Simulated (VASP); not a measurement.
A VASP calculation is set up with these files.

### KPOINTS
```
Automatic mesh
0
Gamma
11 11 11
0 0 0
```

### POSCAR
```
SnTe
1
   -0.0000000000     2.9731928892     2.9731928892
    2.9731928892    -0.0000000000     2.9731928892
    2.9731928892     2.9731928892     0.0000000000
Sn Te
1 1
Direct
  0.0000000000   0.0000000000   0.0000000000
  0.5000000000   0.5000000000   0.5000000000
```

### INCAR
```
ALGO = Normal
EDIFF = 1E-6
EDIFFG = -0.02
ENCUT = 500
IBRION = 2
ISIF = 3
ISMEAR = 1
LASPH = .TRUE.
LCHARG = .FALSE.
LMAXMIX = 4
LREAL = .FALSE.
LWAVE = .FALSE.
NELM = 100
NSW = 40
PREC = Accurate
PSTRESS = 100
SIGMA = 0.1
SYSTEM = SnTe
```

POTCAR, in this order: Sn_d Te (LDA.64 set). Program: vasp_std.

Q: Translate this LDA calculation to Ansatz.

A: One equivalent input (not run):
Ansatz 0.2 input:
```yaml
crystal:
  lattice:
    - [0.0000000, 2.9731929, 2.9731929]
    - [2.9731929, 0.0000000, 2.9731929]
    - [2.9731929, 2.9731929, 0.0000000]
  atoms:
    - { symbol: Sn, position: [0.0000000, 0.0000000, 0.0000000] }
    - { symbol: Te, position: [0.5000000, 0.5000000, 0.5000000] }
kpoints:
  mp_grid: { grid: [11, 11, 11] }
hamiltonian:
  xc: lda
  pseudopotentials: { kind: paw }
scf:
  occupations: { method: methfessel_paxton, width: 0.1 }
  max_iter: 100
relax:
  max_steps: 40
  f_tol: 0.02
  cell: { p_target: 10 }
output: { forces: true, stress: true, eigenvalues: true }
```
What does not carry over: each code has its own PAW files, so the cut-off isn't converted (ENCUT is set for VASP's; basis.ecutwfc is left out, and Ansatz then takes the one that its files recommend); Ansatz stops its SCF on the density residual and VASP on the energy change (EDIFF); Ansatz's lda is the Perdew-Wang form, while the LDA potentials of VASP carry Perdew-Zunger's.

The compound is SnTe in the rock salt structure, which distorts at low temperature. It was relaxed first under an external pressure of 10 GPa.
